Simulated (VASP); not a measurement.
All values below come from PBEsol GGA, VASP's PBE PAW potentials (set 64) (plane waves; VASP 6.6.1).

The input files of a VASP run:

File KPOINTS:
```
Automatic mesh
0
Gamma
14 14 7
0 0 0
```

INCAR:
```
# general
SYSTEM   =  CdSe
PREC     =  Accurate
ENCUT    =  400
LREAL    =  F
LASPH    =  T
NBANDS   =  66

# electronic loop
EDIFF    =  1E-7
NELM     =  100
ALGO     =  Normal
LMAXMIX  =  4

# smearing
ISMEAR   =  0
SIGMA    =  0.01

# functional
GGA      =  PS

# output
LWAVE    =  F
LCHARG   =  F
NEDOS    =  1001

# other
LOPTICS  =  T
CSHIFT   =  0.1
```

**POSCAR**
```
CdSe
14.025940
  0.1533188761  -0.2655560663   0.0000000000
  0.1533188761   0.2655560663   0.0000000000
  0.0000000000   0.0000000000   0.5000000094
Cd Se
2 2
Cart
  0.1533188761  -0.0885188658   0.2499860144
  0.1533188761   0.0885188658   0.4999860191
  0.1533188761  -0.0885188658   0.4380139985
  0.1533188761   0.0885188658   0.1880139938
```

POTCAR, in this order: Cd Se (PBE.64 set). Program: vasp_std.

The dielectric response may not be converged in the k-mesh; for small gaps it tends to come out too large.

### Question
Predict the energy per atom (σ→0).

### Answer

```json
{
  "energy per atom (σ→0)": "-3.087 eV/atom"
}
```

### OSZICAR
```
...
DAV:   9    -0.123483728164E+02    0.30797E-03   -0.12802E-03 15116   0.184E-01    0.127E-01
DAV:  10    -0.123484762240E+02   -0.10341E-03   -0.18661E-04 14212   0.476E-02    0.545E-02
DAV:  11    -0.123485245460E+02   -0.48322E-04   -0.26396E-05 14582   0.158E-02    0.102E-02
DAV:  12    -0.123485293460E+02   -0.48000E-05   -0.29344E-06 14776   0.447E-03    0.605E-03
DAV:  13    -0.123485303700E+02   -0.10240E-05   -0.78272E-07 14268   0.247E-03    0.147E-03
DAV:  14    -0.123485303845E+02   -0.14508E-07   -0.51073E-08 14028   0.823E-04
   1 F= -.12348530E+02 E0= -.12348530E+02  d E =-.133843E-13
 imaginary and real dielectric function
```

The compound is CdSe in the wurtzite structure. It was relaxed first.
